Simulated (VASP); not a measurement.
OSZICAR of a VASP run on Ga$_{35}$N$_{35}$O:

File OSZICAR:
```
       N       E                     dE             d eps       ncg     rms          rms(c)
DAV:   1    -0.420383765798E+03   -0.42038E+03   -0.28078E-05   840   0.130E-02    0.109E-02
RMM:   2    -0.420383763246E+03    0.25512E-05   -0.14358E-05   758   0.643E-03    0.979E-03
RMM:   3    -0.420383763678E+03   -0.43131E-06   -0.23312E-06   584   0.310E-03    0.515E-03
RMM:   4    -0.420383763416E+03    0.26133E-06   -0.17173E-06   498   0.199E-03
   1 F= -.42038376E+03 E0= -.42038376E+03  d E =-.723479E-11  mag=     3.0000
```

Q: Which electronic solver shows in the log?

A: It is blocked Davidson (ALGO = Normal, or the opening steps of other solvers) and then RMM-DIIS (ALGO = Fast or VeryFast). The INCAR had ALGO = Fast.

Q: How was spin treated?

A: Collinear spin (ISPIN = 2): the summary line carries one mag value, 3.00 μB in the cell.

Q: Can the final energy be trusted as converged?

A: The run converged. It stopped with EDIFF = 1E-6, NELM = 100 (PBE GGA, plane waves, VASP's PBE PAW potentials (set 64)).  The cell is charged, with a uniform compensating background.  The supercell is sampled at Γ alone, which is coarse: total energies, pressure and levels can be off, energies of defects by several tenths of an eV.

The cell is a supercell with a defect, built from GaN (wurtzite): O_N-vac_Ga, charge -1. The total moment is imposed (NUPDOWN), so this need not be the lowest spin state.
